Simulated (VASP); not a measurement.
Input:

```
Be4Se3Te
1.0
    0.00227     5.26469     5.25272
    5.26469     0.00227     5.25272
    2.63348     2.63348     0.00000
Be Te Se
4 1 3
Direct
  0.98858   0.98858   0.02284
  0.99381   0.51682   0.98936
  0.51682   0.99381   0.98936
  0.50076   0.50076   0.99848
  0.12519   0.12519   0.24962
  0.12470   0.62496   0.25033
  0.62496   0.12470   0.25033
  0.62516   0.62516   0.24967
```

All values below come from PBEsol GGA, VASP's PBE PAW potentials (set 64) (plane waves; VASP). Numerical set-up: 400 eV cut-off, Gaussian smearing of 0.050 eV, potentials Be Te Se.

Unless said otherwise, spin-orbit coupling is left out, though it shifts the bands of the heavy elements here.

Task: Estimate the band gap (along the path) with the smallest direct gap where there is one.

Result: 
- band gap (along the path): 1.73 eV
- smallest direct gap (along the path): 1.74 eV

Total energies compare only between runs with the same potentials, cut-off and functional.

The structure was generated: Be4Se3Te was put into an ordered model structure (Amm2), which need not be its known phase. It was relaxed first.
